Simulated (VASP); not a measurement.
Output of a VASP run:

**OUTCAR**
```
 ion  position               nearest neighbor table
   1  0.114  0.114  0.971-   3 2.67   4 2.70   4 2.70   2 2.79   2 3.73   2 3.73
   2  0.887  0.887  0.040-   3 2.67   3 2.67   4 2.70   1 2.79   1 3.73   1 3.73
   3  0.345  0.345  0.363-   1 2.67   2 2.67   2 2.67
   4  0.655  0.655  0.637-   1 2.70   1 2.70   2 2.70
  LATTYP: Found a base centered monoclinic cell.
 ALAT       =    11.7462601873
 B/A-ratio  =     0.3506362488
 C/A-ratio  =     0.3876810187
 COS(beta)  =    -0.3511391718
 Subroutine PRICEL returns:
 Original cell was already a primitive cell.
 Subroutine GETGRP returns: Found  2 space group operations
The static configuration has the point symmetry C_1h.
The dynamic configuration has the point symmetry C_1h.
 Subroutine INISYM returns: Found  2 space group operations
 Subroutine IBZKPT returns following result:
 Found     68 irreducible k-points:

 Following reciprocal coordinates:
            Coordinates               Weight
  0.000000  0.000000  0.000000      1.000000
  0.166667 -0.000000  0.000000      4.000000
  0.333333 -0.000000  0.000000      4.000000
  0.500000 -0.000000 -0.000000      2.000000
  0.166667  0.166667  0.000000      2.000000
  0.333333  0.166667 -0.000000      4.000000
  0.500000  0.166667 -0.000000      4.000000
 -0.333333  0.166667  0.000000      4.000000
 -0.166667  0.166667  0.000000      2.000000
  0.333333  0.333333  0.000000      2.000000
  0.500000  0.333333  0.000000      4.000000
 -0.333333  0.333333  0.000000      2.000000
  0.500000  0.500000 -0.000000      1.000000
  0.000000  0.000000  0.166667      2.000000
  0.166667 -0.000000  0.166667      4.000000
  0.333333 -0.000000  0.166667      4.000000
  0.500000 -0.000000  0.166667      4.000000
 -0.333333  0.000000  0.166667      4.000000
 -0.166667 -0.000000  0.166667      4.000000
  0.166667  0.166667  0.166667      2.000000
  0.333333  0.166667  0.166667      4.000000
  0.500000  0.166667  0.166667      4.000000
 -0.333333  0.166667  0.166667      4.000000
 -0.166667  0.166667  0.166667      4.000000
  0.333333  0.333333  0.166667      2.000000
  0.500000  0.333333  0.166667      4.000000
 -0.333333  0.333333  0.166667      4.000000
 -0.166667  0.333333  0.166667      4.000000
  0.500000  0.500000  0.166667      2.000000
 -0.333333  0.500000  0.166667      4.000000
 -0.166667  0.500000  0.166667      4.000000
 -0.333333 -0.333333  0.166667      2.000000
 -0.166667 -0.333333  0.166667      4.000000
 -0.166667 -0.166667  0.166667      2.000000
  0.000000  0.000000  0.333333      2.000000
  0.166667  0.000000  0.333333      4.000000
  0.333333 -0.000000  0.333333      4.000000
  0.500000 -0.000000  0.333333      4.000000
 -0.333333  0.000000  0.333333      4.000000
 -0.166667  0.000000  0.333333      4.000000
   k-points           NKPTS =     68   k-points in BZ     NKDIM =     68   number of bands    NBANDS=     23
   number of dos      NEDOS =    301   number of ions     NIONS =      4
   total plane-waves  NPLWV =  82944
   dimension x,y,z NGX =    48 NGY =   48 NGZ =   36
   dimension x,y,z NGXF=    96 NGYF=   96 NGZF=   72
   ions per type =               2   2
   PREC   = accura    normal or accurate (medium, high low for compatibility)
   ISTART =      0    job   : 0-new  1-cont  2-samecut
   ICHARG =      2    charge: 1-file 2-atom 10-const
   ISPIN  =      1    spin polarized calculation?
   LNONCOLLINEAR =      F non collinear calculations
   LSORBIT =      F    spin-orbit coupling
   INIWAV =      1    electr: 0-lowe 1-rand  2-diag
   ENCUT  =  480.0 eV  35.28 Ry    5.94 a.u.  11.12 11.12  8.13*2*pi/ulx,y,z
   NELM   =    100;   NELMIN=  2; NELMDL= -5     # of ELM steps
   EDIFF  = 0.1E-06   stopping-criterion for ELM
   LREAL  =      F    real-space projection
   NLSPLINE    = F    spline interpolate recip. space projectors
   LMAXMIX     =    4 max onsite mixed and CHGCAR
...
```

OSZICAR:
```
       N       E                     dE             d eps       ncg     rms          rms(c)
DAV:   1     0.317956047753E+03    0.31796E+03   -0.17276E+04  3128   0.181E+03
DAV:   2     0.191047427117E+02   -0.29885E+03   -0.29490E+03  3219   0.421E+02
DAV:   3    -0.147603096822E+02   -0.33865E+02   -0.33176E+02  4028   0.152E+02
DAV:   4    -0.159652893862E+02   -0.12050E+01   -0.12037E+01  3611   0.310E+01
DAV:   5    -0.160099526464E+02   -0.44663E-01   -0.44659E-01  4788   0.567E+00    0.632E+00
DAV:   6    -0.155807823758E+02    0.42917E+00   -0.10202E+00  4365   0.182E+01    0.372E+00
DAV:   7    -0.155514369063E+02    0.29345E-01   -0.35292E-01  4948   0.559E+00    0.110E+00
DAV:   8    -0.155476155003E+02    0.38214E-02   -0.45716E-02  4719   0.264E+00    0.560E-01
DAV:   9    -0.155473695643E+02    0.24594E-03   -0.45094E-03  4644   0.784E-01    0.168E-01
DAV:  10    -0.155473623805E+02    0.71838E-05   -0.44286E-04  3994   0.184E-01    0.878E-02
DAV:  11    -0.155473701782E+02   -0.77976E-05   -0.12803E-04  4686   0.143E-01    0.210E-02
DAV:  12    -0.155473672374E+02    0.29407E-05   -0.16439E-05  4501   0.439E-02    0.141E-02
DAV:  13    -0.155473673820E+02   -0.14454E-06   -0.26956E-06  4935   0.104E-02    0.402E-03
DAV:  14    -0.155473673181E+02    0.63875E-07   -0.49365E-07  3244   0.104E-02
   1 F= -.15547367E+02 E0= -.15547367E+02  d E =-.129169E-14
```

**OUTCAR**
```
------------------------ aborting loop because EDIFF is reached ----------------------------------------
  FORCE on cell =-STRESS in cart. coord.  units (eV):
  Direction    XX          YY          ZZ          XY          YZ          ZX
  --------------------------------------------------------------------------------------
  Total       -0.0564882      0.1871545      0.1115993      0.0000000      0.0000000     -0.1930005
  in kB       -0.8774901      2.9072663      1.7335883      0.0000000      0.0000000     -2.9980786
  external PRESSURE =       1.2544548 kB  Pullay stress =       0.0000000 kB
  volume of cell :      103.14
      direct lattice vectors                 reciprocal lattice vectors
     5.872435483 -2.059332305  0.090324933     0.084632399 -0.242797143  0.033232208
     5.872435483  2.059332305  0.090324933     0.084632399  0.242797143  0.033232208
    -1.664404144  0.000000000  4.238734782    -0.003606933  0.000000000  0.234503138
 POSITION                                       TOTAL-FORCE (eV/Angst)
 -----------------------------------------------------------------------------------
     -0.27461      0.00000      4.13798        -0.028090      0.000000     -0.025743
     10.35507      0.00000      0.33141         0.020135      0.000000     -0.199938
      3.45180      0.00000      1.59994        -0.075998      0.000000      0.140415
      6.62867      0.00000      2.81945         0.083952      0.000000      0.085265
 -----------------------------------------------------------------------------------
    total drift:                                0.000116      0.000000      0.000371
  FREE ENERGIE OF THE ION-ELECTRON SYSTEM (eV)
  ---------------------------------------------------
  free  energy   TOTEN  =       -15.5473673181 eV

  energy  without entropy=      -15.5473673181  energy(sigma->0) =      -15.54736732
```
(Selected blocks of OUTCAR.)

**POSCAR**
```
InSe
1
    5.8724354831    -2.0593323049     0.0903249329
    5.8724354831     2.0593323049     0.0903249329
   -1.6644041436     0.0000000000     4.2387347816
In Se
2 2
Direct
  0.1142735647   0.1142735647   0.9713590773
  0.8873880457   0.8873880457   0.0403660796
  0.3453037199   0.3453037199   0.3627403028
  0.6546962801   0.6546962801   0.6372596972
```

### Question
Reconstruct the remaining input files.

### Answer
Several could match; the one computed here: the input of the run itself, PBEsol GGA, plane waves, VASP's PBE PAW potentials (set 64).

### INCAR
```
ALGO  =  Normal
EDIFF  =  1E-7
ENCUT  =  480
GGA  =  PS
ISIF  =  2
ISMEAR  =  0
LASPH  =  T
LCHARG  =  F
LMAXMIX  =  4
LREAL  =  F
LWAVE  =  F
NELM  =  100
PREC  =  Accurate
SIGMA  =  0.05
SYSTEM  =  InSe
```

### KPOINTS
```
Automatic mesh
0
G
6 6 6
0 0 0
```

POTCAR, in this order: In_d Se (PBE.64 set). Program: vasp_std.

Without a dispersion term in the relaxation, distances and binding between the weakly bound layers, chains or molecules are unreliable, and so is what depends on them.

The structure comes from a computed database's InSe entry (C2/m); how it stands against other phases isn't given here. This cell was strained or had an atom moved on purpose.
